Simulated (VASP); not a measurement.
Input:

```xyz
6
Lattice="4.1593 0.0000 0.0000 0.0000 4.1593 0.0000 0.0000 0.0000 4.1593" Properties=species:S:1:pos:R:3 pbc="T T T"
Cu     3.1195     1.0398     3.1195
Cu     1.0398     3.1195     3.1195
Cu     3.1195     3.1195     1.0398
Cu     1.0398     1.0398     1.0398
O      0.0000     0.0000     0.0000
O      2.0797     2.0797     2.0797
```

All values below come from SCAN meta-GGA, VASP's PBE PAW potentials (set 64) (plane waves; VASP). Run with 520 eV cut-off, 5×5×5 Γ-centred mesh, Gaussian smearing of 0.050 eV, potentials Cu O.

Q: Give the stress tensor in GPa (positive for a compressed cell).

A: 
```
9.18  0.00  0.00
0.00  9.18  0.00
0.00  0.00  9.18
```
The pressure is its mean diagonal, 9.18 GPa.

The compound is Cu2O in the cuprite structure. This cell is one point of a volume scan, at 0.94 of the reference volume.
